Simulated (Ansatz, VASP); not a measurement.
## One calculation of GeCN2, two programs

INCAR

```
SYSTEM = GeCN2
PREC = Accurate
ENCUT = 520
EDIFF = 1E-7
ISMEAR = -1
SIGMA = 0.05
LREAL = .FALSE.
LASPH = .TRUE.
NELM = 80
ALGO = Normal
ISIF = 2
LWAVE = .FALSE.
LCHARG = .FALSE.
NBANDS = 22
```

Contents of KPOINTS:

```
regular mesh
0
G
  9 9 9
  0 0 0
```

The input POSCAR:

```
GeCN2
1.0
    1.8173955815      1.0492738282      4.9867272349
   -1.8173955815      1.0492738282      4.9867272349
    0.0000000000     -2.0985476564      4.9867272349
Ge N C
1 2 1
Direct
    0.0000000000      0.0000000000      0.0000000000
    0.5839044000      0.5839044000      0.5839044000
    0.4160956000      0.4160956000      0.4160956000
    0.5000000000      0.5000000000      0.5000000000
```

Contents of input.yaml:

```yaml
crystal:
  lattice:
    - [1.8173955815, 1.0492738282, 4.9867272349]
    - [-1.8173955815, 1.0492738282, 4.9867272349]
    - [0.0, -2.0985476564, 4.9867272349]
  atoms:
    - { symbol: Ge, position: [0.0, 0.0, 0.0] }
    - { symbol: "N", position: [0.5839044, 0.5839044, 0.5839044] }
    - { symbol: "N", position: [0.4160956, 0.4160956, 0.4160956] }
    - { symbol: C, position: [0.5, 0.5, 0.5] }
kpoints:
  mp_grid: { grid: [9, 9, 9] }
scf:
  occupations: { method: fermi_dirac, width: 0.05 }
hamiltonian:
  xc: lda
  pseudopotentials: { kind: all_electron, lapw: { basis_error: 0.002 } }
output:
  forces: true
  stress: true
  eigenvalues: true
```

Change from the starting cell: volume scaled by 1.04.

Alike in both runs: task single point; functional LDA; k mesh 9 × 9 × 9; occupations fermi-dirac, width 0.05 eV; no spin polarisation.

|  | VASP | Ansatz |
| --- | --- | --- |
| version | VASP 6.6.1 | Ansatz 0.2.0 |
| potentials or method | VASP PAW LDA potentials, release 64 (Ge_d, N, C) | all-electron LAPW, scalar-relativistic |
| plane-wave cutoff (eV) | 520 | see its input |

Ansatz gave:

```
gap on the k mesh at the Fermi level (eV)       : 1.05
least direct gap on the mesh (eV)               : 1.91
pressure (GPa)                                  : -11.0
largest component of the traceless stress (GPa) : 7.87
rms of the force components (eV/Å)              : 0.561
```

**Question.** What did VASP give for the same quantities?

**Answer.** gap on the k mesh at the Fermi level (eV): 1.04; least direct gap on the mesh (eV): 1.88; pressure (GPa): -10.8; largest component of the traceless stress (GPa): 7.18; rms of the force components (eV/Å): 0.510.

Atom by atom the forces differ by 0.051 eV/Å (rms over components). Ansatz ran all-electron here, so the differences hold the error of VASP's frozen core and of both bases.

Caveats: an odd mesh through Γ misses points on the zone boundary, where band edges often lie; forces of over 1 eV/Å show positions far from the minimum, so gaps and moduli don't describe the material at rest; the standard files for N, O and F lose accuracy on very short bonds (VASP).
